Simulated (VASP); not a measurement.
# Zr2CrN2 (P4/nmm) in VASP: relaxation of cell and atoms with PBE

Aim: the relaxation of cell and atoms of Zr2CrN2 with PBE.

All numbers are computed with VASP 6.6.1; they aren't measurements. Logs are shortened: lines on timing, memory, paths and dates and some standing lists are left out, and cuts for length are marked.

### Step 1. The crystal as given

Symmetry: P4/nmm, No. 129, tetragonal system. The conventional cell has a = 3.200 Å, b = 3.200 Å, c = 12.300 Å, α = 90.00°, β = 90.00°, γ = 90.00°. Zr (site symmetry 4mm) has 6 N at 2.24 to 2.26 Å as nearest neighbours. Zr (site symmetry 4mm) has 5 N at 2.24 to 2.26 Å as nearest neighbours. Cr (site symmetry 4mm) is surrounded by 1 N at 2.03 Å. Around N (site symmetry 4mm) lie 1 Cr at 2.03 Å and 5 Zr at 2.24 to 2.26 Å. Around N (site symmetry 4mm) lie 6 Zr at 2.24 to 2.26 Å.

The cell was built by a generator and needn't be a form met in nature.

### Step 2. Relaxation of cell and atoms, PBE, collinear spin, ferromagnetic start

INCAR

```
SYSTEM = Zr2CrN2
PREC = Normal ; ENCUT = 520
EDIFF = 1E-4 ; ISMEAR = 0
SIGMA = 0.15 ; LREAL = Auto
LASPH = .TRUE. ; NELM = 60
ALGO = Fast ; ISIF = 3
LWAVE = .FALSE. ; LCHARG = .FALSE.
ISPIN = 2 ; MAGMOM = 0 0 0 0 3 3 0 0 0 0
LORBIT = 11 ; LMAXMIX = 4
GGA = PE ; IBRION = 2
NSW = 24 ; EDIFFG = -0.08
KPAR = 4
```

KPOINTS

```
Automatic mesh
0
G
  4 4 2
  0 0 0
```

POSCAR

```
Zr2CrN2
1.0
    3.2000000000      0.0000000000      0.0000000000
    0.0000000000      3.2000000000      0.0000000000
    0.0000000000      0.0000000000     12.3000000000
Zr Cr N
4 2 4
Direct
    0.0000000000      0.5000000000      0.9085000000
    0.0000000000      0.5000000000      0.2740000000
    0.5000000000      0.0000000000      0.7260000000
    0.5000000000      0.0000000000      0.0915000000
    0.0000000000      0.5000000000      0.5610000000
    0.5000000000      0.0000000000      0.4390000000
    0.0000000000      0.5000000000      0.7260000000
    0.0000000000      0.5000000000      0.0915000000
    0.5000000000      0.0000000000      0.9085000000
    0.5000000000      0.0000000000      0.2740000000
```

Potentials or basis: VASP PAW PBE potentials, release 64 (Zr_sv, Cr_pv, N).

Run with:

```bash
$ cat potpaw_PBE.64/Zr_sv/POTCAR potpaw_PBE.64/Cr_pv/POTCAR potpaw_PBE.64/N/POTCAR > POTCAR
$ mpirun -np 4 vasp_std > vasp.out
```

OUTCAR:

```text
SYSTEM = Zr2CrN2
   PREC = Normal
   ENCUT = 520
   EDIFF = 1E-4
   ISMEAR = 0
   LREAL = Auto
   LASPH = .TRUE.
   NELM = 60
   ISIF = 3
   ISPIN = 2
   LORBIT = 11
   GGA = PE
   IBRION = 2
   NSW = 24
   EDIFFG = -0.08

 ion  position               nearest neighbor table
   1  0.000  0.500  0.908-   7 2.24   8 2.25   9 2.26   9 2.26   9 2.26   9 2.26   3 3.19   3 3.19
                             3 3.19   3 3.19   4 3.19   4 3.19   4 3.19   4 3.19
   2  0.000  0.500  0.274-   8 2.24  10 2.26  10 2.26  10 2.26  10 2.26   6 3.04   6 3.04   6 3.04
                             6 3.04   4 3.19   4 3.19   4 3.19   4 3.19   5 3.53
   3  0.500  0.000  0.726-   9 2.24   7 2.26   7 2.26   7 2.26   7 2.26   5 3.04   5 3.04   5 3.04
                             5 3.04   1 3.19   1 3.19   1 3.19   1 3.19   6 3.53
   4  0.500  0.000  0.092-  10 2.24   9 2.25   8 2.26   8 2.26   8 2.26   8 2.26   2 3.19   2 3.19
                             2 3.19   2 3.19   1 3.19   1 3.19   1 3.19   1 3.19
   5  0.000  0.500  0.561-   7 2.03   6 2.72   6 2.72   6 2.72   6 2.72   3 3.04   3 3.04   3 3.04
                             3 3.04   2 3.53
   6  0.500  0.000  0.439-  10 2.03   5 2.72   5 2.72   5 2.72   5 2.72   2 3.04   2 3.04   2 3.04
                             2 3.04   3 3.53
   7  0.000  0.500  0.726-   5 2.03   1 2.24   3 2.26   3 2.26   3 2.26   3 2.26
   8  0.000  0.500  0.092-   2 2.24   1 2.25   4 2.26   4 2.26   4 2.26   4 2.26
   9  0.500  0.000  0.908-   3 2.24   4 2.25   1 2.26   1 2.26   1 2.26   1 2.26
  10  0.500  0.000  0.274-   6 2.03   4 2.24   2 2.26   2 2.26   2 2.26   2 2.26

  LATTYP: Found a simple tetragonal cell.
 ALAT       =     3.2000000000
 C/A-ratio  =     3.8437500000

  Lattice vectors:

 A1 = (   3.2000000000,   0.0000000000,   0.0000000000)
 A2 = (   0.0000000000,   3.2000000000,   0.0000000000)
 A3 = (   0.0000000000,   0.0000000000,  12.3000000000)

Analysis of symmetry for initial positions (statically):
=====================================================================
 Subroutine PRICEL returns:
 Original cell was already a primitive cell.

 Routine SETGRP: Setting up the symmetry group for a
 simple tetragonal supercell.

 Subroutine GETGRP returns: Found 16 space group operations
 (whereof  8 operations were pure point group operations)
 out of a pool of 16 trial point group operations.

The static configuration has the point symmetry D_2d.
 The point group associated with its full space group is D_4h.

Analysis of symmetry for dynamics (positions and initial velocities):
=====================================================================
 Subroutine PRICEL returns:
 Original cell was already a primitive cell.

 Routine SETGRP: Setting up the symmetry group for a
 simple tetragonal supercell.

 Subroutine GETGRP returns: Found 16 space group operations
 (whereof  8 operations were pure point group operations)
 out of a pool of 16 trial point group operations.

The dynamic configuration has the point symmetry D_2d.
 The point group associated with its full space group is D_4h.

Analysis of structural, dynamic, and magnetic symmetry:
=====================================================================
 Subroutine PRICEL returns:
 Original cell was already a primitive cell.

 Routine SETGRP: Setting up the symmetry group for a
 simple tetragonal supercell.

 Subroutine GETGRP returns: Found 16 space group operations
 (whereof  8 operations were pure point group operations)
 out of a pool of 16 trial point group operations.

The overall configuration has the point symmetry D_2d.
 The point group associated with its full space group is D_4h.

 Subroutine INISYM returns: Found 16 space group operations
 (whereof  8 operations are pure point group operations),
 and found     1 'primitive' translations

----------------------------------------------------------------------------------------

                                     Primitive cell

  volume of cell :     125.9520

  direct lattice vectors                    reciprocal lattice vectors
     3.200000000  0.000000000  0.000000000     0.312500000  0.000000000  0.000000000
     0.000000000  3.200000000  0.000000000     0.000000000  0.312500000  0.000000000
     0.000000000  0.000000000 12.300000000     0.000000000  0.000000000  0.081300813

  length of vectors
     3.200000000  3.200000000 12.300000000     0.312500000  0.312500000  0.081300813

  position of ions in fractional coordinates (direct lattice)
     0.000000000  0.500000000  0.908500000
     0.000000000  0.500000000  0.274000000
     0.500000000  0.000000000  0.726000000
     0.500000000  0.000000000  0.091500000
     0.000000000  0.500000000  0.561000000
     0.500000000  0.000000000  0.439000000
     0.000000000  0.500000000  0.726000000
     0.000000000  0.500000000  0.091500000
     0.500000000  0.000000000  0.908500000
     0.500000000  0.000000000  0.274000000

  ion indices of the primitive-cell ions
   primitive index   ion index
[... 25 lines left out ...]

  Length of vectors
     0.078125000  0.078125000  0.040650407

  Shift w.r.t. Gamma in fractional coordinates (k-lattice)
     0.000000000  0.000000000  0.000000000

 Subroutine IBZKPT returns following result:
 ===========================================

 Found     12 irreducible k-points:

 Following reciprocal coordinates:
            Coordinates               Weight
  0.000000  0.000000  0.000000      1.000000
  0.250000  0.000000  0.000000      4.000000
  0.500000  0.000000  0.000000      2.000000
  0.250000  0.250000  0.000000      4.000000
  0.500000  0.250000  0.000000      4.000000
  0.500000  0.500000  0.000000      1.000000
  0.000000  0.000000  0.500000      1.000000
  0.250000  0.000000  0.500000      4.000000
  0.500000  0.000000  0.500000      2.000000
  0.250000  0.250000  0.500000      4.000000
  0.500000  0.250000  0.500000      4.000000
  0.500000  0.500000  0.500000      1.000000
   k-points           NKPTS =     12   k-points in BZ     NKDIM =     12   number of bands    NBANDS=     58
   number of dos      NEDOS =    301   number of ions     NIONS =     10
   total plane-waves  NPLWV =  22680
   dimension x,y,z NGX =    18 NGY =   18 NGZ =   70
   dimension x,y,z NGXF=    36 NGYF=   36 NGZF=  140
   ions per type =               4   2   4
   NGX,Y,Z   is equivalent  to a cutoff of   9.35,  9.35,  9.46 a.u.
   NGXF,Y,Z  is equivalent  to a cutoff of  18.70, 18.70, 18.92 a.u.
 SYSTEM =  Zr2CrN2
   PREC   = normal    normal or accurate (medium, high low for compatibility)
   ISTART =      0    job   : 0-new  1-cont  2-samecut
   ICHARG =      2    charge: 1-file 2-atom 10-const
   ISPIN  =      2    spin polarized calculation?
   LNONCOLLINEAR =      F non collinear calculations
   LSORBIT =      F    spin-orbit coupling
   LASPH  =      T    aspherical Exc in radial PAW
   ENCUT  =  520.0 eV  38.22 Ry    6.18 a.u.   5.95  5.95 22.87*2*pi/ulx,y,z
   NELM   =     60;   NELMIN=  2; NELMDL= -5     # of ELM steps
   EDIFF  = 0.1E-03   stopping-criterion for ELM
   LREAL  =      T    real-space projection
   EDIFFG = -.8E-01   stopping-criterion for IOM
   NSW    =     24    number of steps for IOM
   IBRION =      2    ionic relax: 0-MD 1-quasi-New 2-CG
   NFREE  =      1    steps in history (QN), initial steepest desc. (CG)
   ISIF   =      3    stress and relaxation
   ISYM   =      2    0-nonsym 1-usesym 2-fastsym
   POTIM  = 0.5000    time-step for ionic-motion
   TEBEG  =    0.0;   TEEND  =   0.0 temperature during run
   PSTRESS=    0.0 pullay stress
   NELECT =      92.0000    total number of electrons
   NUPDOWN=      -1.0000    fix difference up-down
   EMIN   =  10.00;   EMAX   =-10.00  energy-range for DOS
   EFERMI =   0.00;   METHOD = LEGACY
   ISMEAR =     0;   SIGMA  =   0.15  broadening in eV -4-tet -1-fermi 0-gaus
   EFERMI_NEDOS =   21; number of points for ismear=-14 and -15
   IALGO  =     68    algorithm
   IMIX   =      4    mixing-type and parameters
     AMIX     =   0.40;   BMIX     =  1.00
     AMIX_MAG =   1.60;   BMIX_MAG =  1.00
  volume/ion in A,a.u.               =      12.60        85.00
  Fermi-wavevector in a.u.,A,eV,Ry     =   1.474356  2.786129 29.575340  2.173726
  Thomas-Fermi vector in A             =   2.589137
   LORBIT       =     11    0 simple, 1 ext, 2 COOP (PROOUT), +10 PAW based schemes
   GGA     = PE    functional components
   LHFCALC =     F    Hartree Fock is set to
   AEXX    =    0.0000 exact exchange contribution
   IVDW    =     0    specifies the selected vdW correction
   LEPSILON=     F    determine dielectric tensor
   LRPA    =     F    only Hartree local field effects (RPA)
 conjugate gradient relaxation of ions
 spin polarized calculation
 RMM-DIIS sequential band-by-band and
 Gauss-broadening in eV      SIGMA  =   0.15
  energy-cutoff  :      520.00
  volume of cell :      125.95
 maximum number of plane-waves:      3448
   NGX = 11   NGY = 11   NGZ = 45

--------------------------------------- Ionic step        1  -------------------------------------------

 number of electron      92.0000049 magnetization       0.0031473

 Free energy of the ion-electron system (eV)
  ---------------------------------------------------
  ext. energy  EPLUGINS =         0.00000000
  ---------------------------------------------------
  free energy    TOTEN  =       -99.01437119 eV

  energy without entropy =      -98.96317483  energy(sigma->0) =      -98.98877301

------------------------ aborting loop because EDIFF is reached ----------------------------------------

  FORCE on cell =-STRESS in cart. coord.  units (eV):
  Direction    XX          YY          ZZ          XY          YZ          ZX
  --------------------------------------------------------------------------------------
  -------------------------------------------------------------------------------------
  Total        1.3027698      1.3027698     -6.3756218      0.0000000     -0.0000000      0.0000000
  in kB       16.5719346     16.5719346    -81.1013459      0.0000000     -0.0000000      0.0000000
  external PRESSURE =     -15.9858255 kB  Pullay stress =       0.0000000 kB
[... 117 lines left out ...]
  FREE ENERGIE OF THE ION-ELECTRON SYSTEM (eV)
  ---------------------------------------------------
  free  energy   TOTEN  =       -99.6303264068 eV

  energy  without entropy=      -99.6162062704  energy(sigma->0) =      -99.62326634

[... ionic steps 4 to 8 ...]

--------------------------------------- Ionic step        9  -------------------------------------------

 number of electron      92.0000047 magnetization       0.0000100

 number of electron      92.0000049 magnetization      -0.0000074
[... 85 lines left out ...]
--------------------------------------- Ionic step       11  -------------------------------------------

 number of electron      92.0000050 magnetization       0.0000025

 Free energy of the ion-electron system (eV)
  ---------------------------------------------------
  ext. energy  EPLUGINS =         0.00000000
  ---------------------------------------------------
  free energy    TOTEN  =      -100.02144783 eV

  energy without entropy =      -99.99105041  energy(sigma->0) =     -100.00624912

 E-fermi :  11.3684     XC(G=0): -12.5868

 val. band max:       11.3509691202   @ k =   0.2500   0.0000   0.5000
 cond. band min:      11.3859206021   @ k =   0.5000   0.5000   0.5000
 fundamental gap:      0.0349514819
 Fermi energy:        11.3683813207

 spin component 1

 k-point     1 :       0.0000    0.0000    0.0000
  band No.  band energies     occupation
      1     -38.2980      1.00000
      2     -38.2237      1.00000
      3     -37.8576      1.00000
      4     -37.8571      1.00000
      5     -31.9819      1.00000
      6     -31.9624      1.00000
[... 721 lines left out ...]
     57      14.8287      0.00000
     58      14.8287      0.00000
 Fermi energy:        11.3683813207

 spin component 2

 k-point     1 :       0.0000    0.0000    0.0000
  band No.  band energies     occupation
      1     -38.2980      1.00000
      2     -38.2237      1.00000
      3     -37.8576      1.00000
      4     -37.8571      1.00000
      5     -31.9819      1.00000
      6     -31.9624      1.00000
[... 758 lines left out ...]
  FREE ENERGIE OF THE ION-ELECTRON SYSTEM (eV)
  ---------------------------------------------------
  free  energy   TOTEN  =      -100.0214478284 eV

  energy  without entropy=      -99.9910504061  energy(sigma->0) =     -100.00624912

 reached required accuracy - stopping structural energy minimisation

 total charge

# of ion       s       p       d       tot
------------------------------------------
    1        2.168   6.040   1.667   9.875
    2        2.170   6.030   1.681   9.881
    3        2.170   6.030   1.681   9.881
    4        2.168   6.040   1.667   9.875
    5        0.374   6.328   4.149  10.852
    6        0.374   6.328   4.149  10.852
    7        1.250   2.496   0.000   3.746
    8        1.243   2.477   0.000   3.720
    9        1.243   2.477   0.000   3.720
   10        1.250   2.496   0.000   3.746
--------------------------------------------------
tot         14.411  46.742  14.993  76.146

 magnetization (x)

# of ion       s       p       d       tot
------------------------------------------
    1       -0.000   0.000   0.000  -0.000
    2        0.000   0.000  -0.000  -0.000
    3        0.000   0.000  -0.000  -0.000
    4       -0.000   0.000   0.000  -0.000
    5        0.000  -0.000   0.000  -0.000
    6        0.000  -0.000   0.000  -0.000
    7       -0.000   0.000   0.000   0.000
    8        0.000   0.000   0.000   0.000
    9        0.000   0.000   0.000   0.000
   10       -0.000   0.000   0.000   0.000
--------------------------------------------------
tot         -0.000   0.000   0.000   0.000
```

It took 4.9 min on 4 MPI ranks of AMD EPYC 7R13 (Zen 3), shared host; peak memory 0.24 GiB.

What came out:

```yaml
Free_energy: -100.0214 eV
Relaxed_volume: 12.27 Å³/atom
Relaxed_cell: a = 3.211 Å, b = 3.211 Å, c = 11.902 Å, α = 90.00°, β = 90.00°, γ = 90.00°
Space_group_after_relaxing_to_0.05_Å: P4/nmm (No. 129)
Energy_gained_by_relaxing: 100.7 meV/atom
Ionic_steps: 11
Pressure_after_relaxing: -0.2 GPa
Largest_force_after_relaxing: 0.079 eV/Å
Band_gap_on_the_k_mesh: none (metal or under the smearing width)
Net_moment: 0.00 μB per cell
Valence_electrons_inside_the_program's_atomic_spheres: Zr 9.88; Cr 10.85; N 3.75, 3.72
```

Forces on the atoms (eV/Å):
```
Zr   0.000  0.000 -0.049
Zr   0.000  0.000  0.015
Zr   0.000  0.000 -0.015
Zr   0.000  0.000  0.049
Cr   0.000  0.000 -0.079
Cr   0.000  0.000  0.079
N    0.000  0.000  0.001
N    0.000  0.000  0.052
N    0.000  0.000 -0.052
N    0.000  0.000 -0.001
```

Step by step:
| step | energy change (eV) | largest force (eV/Å) | pressure (GPa) | volume (Å³) |
| --- | --- | --- | --- | --- |
| 1 | 0.0000 | 1.6923 | -1.60 | 125.95 |
| 2 | -0.5611 | 1.4021 | 0.50 | 123.62 |
| 3 | -0.6160 | 1.4664 | 2.31 | 122.54 |
| 4 | -0.8855 | 0.9409 | -0.99 | 123.27 |
| 5 | -0.9031 | 1.2723 | -1.98 | 123.55 |
| 6 | -0.9918 | 0.2933 | 1.90 | 121.66 |
| 7 | -0.9982 | 0.2364 | 1.53 | 122.03 |
| 8 | -0.9982 | 0.2463 | 1.13 | 122.09 |
| 9 | -1.0034 | 0.1380 | -0.86 | 123.07 |
| 10 | -1.0037 | 0.1504 | -0.62 | 122.88 |
| 11 | -1.0071 | 0.0786 | -0.24 | 122.70 |

Final structure:
```
CELL_PARAMETERS angstrom
3.21074 0.00000 0.00000
0.00000 3.21074 0.00000
0.00000 0.00000 11.90247
ATOMIC_POSITIONS crystal
Zr 0.00000 0.50000 0.89919
Zr 0.00000 0.50000 0.29323
Zr 0.50000 0.00000 0.70677
Zr 0.50000 0.00000 0.10081
Cr 0.00000 0.50000 0.54879
Cr 0.50000 0.00000 0.45121
N 0.00000 0.50000 0.71371
N 0.00000 0.50000 0.09482
N 0.50000 0.00000 0.90518
N 0.50000 0.00000 0.28629
```

Caveat: the k mesh is coarse (spacing up to 0.49 Å⁻¹), so the values aren't converged; the starting moments collapsed, and a magnetic state may lie lower; the relaxation stopped at a loose force limit of 0.08 eV/Å, so its end isn't a converged minimum.
